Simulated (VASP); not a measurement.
Level of theory: optB86b-vdW, VASP's PBE PAW potentials (set 64) (plane waves; VASP).

A VASP calculation is set up with these files.

**INCAR**
```
! general
SYSTEM  =Na
PREC    =Accurate
ENCUT   =520
LREAL   =.FALSE.
LASPH   =.TRUE.

! electronic loop
EDIFF   =1E-7
NELM    =100
ALGO    =Normal

! smearing
ISMEAR  =-5

! functional
GGA     =MK
LUSE_VDW=.TRUE.
AGGAC   =0.0
PARAM1  =0.1234
PARAM2  =1.0

! ions
ISIF    =2

! output
LWAVE   =.FALSE.
LCHARG  =.TRUE.
LORBIT  =11
NEDOS   =601
```

File KPOINTS:
```
Regular mesh
0
gamma
14 14 14
```

POSCAR:
```
Na
1
   -2.0881069947     2.0881069947     2.0881069947
    2.0881069947    -2.0881069947     2.0881069947
    2.0881069947     2.0881069947    -2.0881069947
Na
1
Direct
  0.0000000000   0.0000000000   0.0000000000
```

POTCAR, in this order: Na_pv (PBE.64 set). Program: vasp_std.

Output of the run:

OSZICAR:
```
       N       E                     dE             d eps       ncg     rms          rms(c)
DAV:   1     0.221833203622E+02    0.22183E+02   -0.39741E+03  1463   0.845E+02
DAV:   2     0.129399215029E+01   -0.20889E+02   -0.20883E+02  1512   0.138E+02
DAV:   3     0.886215108083E+00   -0.40778E+00   -0.40778E+00  1883   0.279E+01
DAV:   4     0.882634629277E+00   -0.35805E-02   -0.35806E-02  1813   0.233E+00
DAV:   5     0.882585029989E+00   -0.49599E-04   -0.49602E-04  1876   0.229E-01    0.196E-01
DAV:   6     0.881615103044E+00   -0.96993E-03   -0.11251E-03  1547   0.468E-01    0.133E-01
DAV:   7     0.880362500821E+00   -0.12526E-02   -0.31386E-03  1512   0.589E-01    0.249E-02
DAV:   8     0.880325652846E+00   -0.36848E-04   -0.14697E-04  1722   0.236E-01    0.408E-03
DAV:   9     0.880320743819E+00   -0.49090E-05   -0.65456E-06  1554   0.240E-02    0.127E-03
DAV:  10     0.880320341030E+00   -0.40279E-06   -0.10024E-06  1617   0.676E-03    0.247E-04
DAV:  11     0.880320321726E+00   -0.19304E-07   -0.30117E-08  1561   0.118E-03
   1 F= 0.88032032E+00 E0= 0.88032032E+00  d E =0.000000E+00
```

File OUTCAR:
```
------------------------ aborting loop because EDIFF is reached ----------------------------------------
  FORCE on cell =-STRESS in cart. coord.  units (eV):
  Direction    XX          YY          ZZ          XY          YZ          ZX
  --------------------------------------------------------------------------------------
  Total        0.0051858      0.0051858      0.0051858      0.0000000     -0.0000000      0.0000000
  in kB        0.2281426      0.2281426      0.2281426      0.0000000     -0.0000000      0.0000000
  external PRESSURE =       0.2281426 kB  Pullay stress =       0.0000000 kB
  volume of cell :       36.42
      direct lattice vectors                 reciprocal lattice vectors
    -2.088106995  2.088106995  2.088106995     0.000000000  0.239451331  0.239451331
     2.088106995 -2.088106995  2.088106995     0.239451331  0.000000000  0.239451331
     2.088106995  2.088106995 -2.088106995     0.239451331  0.239451331  0.000000000
 POSITION                                       TOTAL-FORCE (eV/Angst)
 -----------------------------------------------------------------------------------
      0.00000      0.00000      0.00000        -0.000000      0.000000     -0.000000
 -----------------------------------------------------------------------------------
    total drift:                               -0.000000     -0.000000      0.000000
  FREE ENERGIE OF THE ION-ELECTRON SYSTEM (eV)
  ---------------------------------------------------
  free  energy   TOTEN  =         0.8803203217 eV

  energy  without entropy=        0.8803203217  energy(sigma->0) =        0.88032032

 total charge

# of ion       s       p       d       tot
------------------------------------------
    1        0.100   5.966   0.000   6.065
```
(Selected blocks of OUTCAR.)

For a metal the tetrahedron method with Blöchl corrections gives inexact stress and forces.

The compound is Na in the bcc structure. It was relaxed first, which changed the volume by -6 %.
